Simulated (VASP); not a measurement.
```yaml
crystal:
  lattice:
    - [0.00000, 2.49951, 2.49951]
    - [2.49951, 0.00000, 2.49951]
    - [2.49951, 2.49951, 0.00000]
  atoms:
    - { symbol: Pb, position: [0.00000, 0.00000, 0.00000] }
```

These are PBE GGA with D3 dispersion (Becke-Johnson damping), VASP's PBE PAW potentials (set 64) (plane waves; VASP 6.6.1) values and carry that method's errors. Numerical set-up: 520 eV cut-off, 13×13×13 Γ-centred mesh, first-order Methfessel-Paxton smearing of 0.10 eV, potentials Pb_d.

Unless said otherwise, spin-orbit coupling is left out, though it shifts the bands of the heavy elements here.

Question: Predict the energy per atom (σ→0), pressure, band gap (on the k-mesh) with the smallest direct gap where there is one.

Answer: 
```yaml
band gap (on the k-mesh): none (metal, semimetal or under 0.01 eV)
energy per atom (σ→0): -3.956 eV/atom
pressure: -1.15 GPa
```

Total energies compare only between runs with the same potentials, cut-off and functional.

The compound is Pb in the fcc structure. This cell is one point of a volume scan, at 1.03 of the reference volume.
